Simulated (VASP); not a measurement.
Given:

```xyz
8
Lattice="6.3007 0.0000 0.0000 0.0000 6.3007 0.0000 0.0000 0.0000 6.3129" Properties=species:S:1:pos:R:3 pbc="T T T"
In     6.3007     0.0000     6.2086
In     3.1504     3.1504     6.2086
In     3.1504     0.0000     3.2607
In     6.3007     3.1504     3.2607
Sb     1.5752     1.5752     1.5782
Sb     4.7256     4.7256     1.5782
As     4.7256     1.5752     4.7347
As     1.5752     4.7256     4.7347
```

Level of theory: PBEsol GGA, VASP's PBE PAW potentials (set 64) (plane waves; VASP 6.6.1). Numerical set-up: 400 eV cut-off, 6×6×6 Γ-centred mesh, tetrahedra with Blöchl corrections, potentials In_d Sb As.

Unless said otherwise, spin-orbit coupling is left out, though it shifts the bands of the heavy elements here.

Problem. Tabulate the total density of states (states/eV per cell) against energy (eV; zero at the valence-band maximum or, without a gap, the Fermi level).

Solution. 
(E (eV), DOS (states/eV)): (-9.97, 0.03); (-9.77, 0.81); (-9.57, 1.73); (-9.26, 9.70); (-9.06, 3.84); (-8.85, 2.08); (-8.65, 1.16); (-8.34, 0.00); (-8.14, 0.00); (-7.94, 0.00); (-7.73, 0.00); (-7.43, 0.00); (-7.22, 0.00); (-7.02, 0.00); (-6.82, 0.00); (-6.51, 0.00); (-6.31, 0.00); (-6.10, 0.00); (-5.90, 0.59); (-5.59, 13.2); (-5.39, 5.25); (-5.18, 2.86); (-4.98, 2.97); (-4.78, 2.26); (-4.47, 1.51); (-4.27, 1.25); (-4.06, 1.09); (-3.86, 0.99); (-3.56, 0.88); (-3.35, 0.79); (-3.15, 3.53); (-2.94, 7.22); (-2.64, 4.75); (-2.43, 7.86); (-2.23, 7.40); (-2.03, 7.05); (-1.72, 8.49); (-1.52, 4.95); (-1.31, 4.31); (-1.11, 5.03); (-0.91, 5.48); (-0.60, 3.24); (-0.40, 1.29); (-0.19, 0.79); (0.01, 0.00); (0.32, 0.04); (0.52, 0.15); (0.72, 0.51); (0.93, 1.29); (1.24, 2.29); (1.44, 3.04); (1.64, 4.73); (1.85, 7.77); (2.15, 6.57); (2.36, 7.35); (2.56, 4.08); (2.76, 2.53); (3.07, 3.81); (3.27, 3.94); (3.48, 3.94)
Within 2 eV below the Fermi level the largest weight inside VASP's projection spheres is Sb p, then As p.

The structure was generated: In4As2Sb2 was put into an ordered model structure (P-4m2), which need not be its known phase. It was relaxed first.
